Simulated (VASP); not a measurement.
An input for Ansatz (written as the equivalent of a VASP run, and not itself run):

Ansatz 0.2 input:
```yaml
crystal:
  lattice:
    - [1.3224644, -2.2905751, 0.0000000]
    - [1.3224644, 2.2905751, 0.0000000]
    - [0.0000000, 0.0000000, 4.1675089]
  atoms:
    - { symbol: Os, position: [0.3333330, 0.6666670, 0.2500000] }
    - { symbol: Os, position: [0.6666670, 0.3333330, 0.7500000] }
kpoints:
  mp_grid: { grid: [14, 14, 8] }
hamiltonian:
  xc: pbe
  pseudopotentials: { kind: paw }
scf:
  occupations: { method: methfessel_paxton, width: 0.1 }
  max_iter: 100
relax:
  max_steps: 30
  f_tol: 0.01
output: { forces: true, stress: true, eigenvalues: true }
```

Question: Translate this input to VASP (INCAR, KPOINTS, POSCAR, choice of POTCAR).

Answer: One answer among several that fit: 
### KPOINTS
```
Automatic mesh
0
Gamma
14 14 8
0 0 0
```

### INCAR
```
SYSTEM = Os
PREC = Accurate
ENCUT = 480
EDIFF = 1E-7
NELM = 100
ALGO = Normal
LREAL = .FALSE.
LASPH = .TRUE.
ISMEAR = 1
SIGMA = 0.1
GGA = PE
LMAXMIX = 6
LWAVE = .FALSE.
LCHARG = .FALSE.
ISIF = 2
IBRION = 2
NSW = 30
EDIFFG = -0.01
```

### POSCAR
```
Os
1
    1.3224643584    -2.2905751123     0.0000000000
    1.3224643584     2.2905751123     0.0000000000
    0.0000000000     0.0000000000     4.1675089123
Os
2
Direct
  0.3333330000   0.6666670000   0.2500000000
  0.6666670000   0.3333330000   0.7500000000
```

POTCAR, in this order: Os (PBE.64 set). Program: vasp_std.

The two are equivalent in intent, not identical: each code has its own PAW files, so the cut-off isn't converted (ENCUT is set for VASP's; basis.ecutwfc is left out, and Ansatz then takes the one that its files recommend); Ansatz stops its SCF on the density residual and VASP on the energy change (EDIFF).

The compound is Os in the hcp structure. This cell was strained or had an atom moved on purpose.
